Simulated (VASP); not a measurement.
The system is RhCl2.

```xyz
6
Lattice="5.6900 0.0000 0.0000 0.0000 5.6900 0.0000 0.0000 0.0000 3.7284" Properties=species:S:1:pos:R:3 pbc="T T T"
Rh    2.8450    2.8450    1.8642
Rh    0.0000    0.0000    0.0000
Cl    4.5669    1.1231    1.8642
Cl    1.1231    4.5669    1.8642
Cl    3.9681    3.9681    0.0000
Cl    1.7219    1.7219    0.0000
```

The cell comes from a database or a generator and needn't be the stable form of this composition.

```yaml
Program: VASP 6.6.1
Task: single point
Functional: PBE
Potentials_or_basis: VASP PAW PBE potentials, release 64 (Rh_pv, Cl)
Cutoff: 520 eV
k_mesh: 5 × 5 × 7
Occupations: fermi-dirac, width 0.05 eV
Spin: no spin polarisation
```

On this cell: pressure -0.8 GPa; largest force 0.059 eV/Å; band gap on the k mesh none (metal or under the smearing width).

The same run follows on a disturbed copy (atoms moved at random, drawn with an rms of 0.05 Å):

```
Rh Cl
1.0
     5.68997    0.00000    0.00000
     0.00000    5.68997    0.00000
     0.00000    0.00000    3.72837
Rh Cl
2 4
Direct
  0.49384 0.50570 0.49978
  0.00082 0.00893 0.99648
  0.80202 0.18704 0.50414
  0.19903 0.80177 0.48802
  0.69768 0.69888 0.98887
  0.30545 0.30059 0.00313
```

Problem. What does the disturbed cell give?

Solution. The energy (extrapolated to zero smearing) moves by +7.6 meV/atom; pressure -0.5 GPa; largest force 0.481 eV/Å; band gap on the k mesh none (metal or under the smearing width).

Forces in eV/Å, atoms in the order of the input:
```
Rh   0.358 -0.275 -0.144
Rh   0.030 -0.461  0.016
Cl  -0.213  0.395 -0.171
Cl  -0.208  0.227  0.178
Cl  -0.024 -0.054  0.203
Cl   0.057  0.167 -0.082
```

Stress tensor (GPa, compression positive):
```
-0.49 -0.19  0.37
-0.19 -0.48 -0.07
 0.37 -0.07 -0.49
```
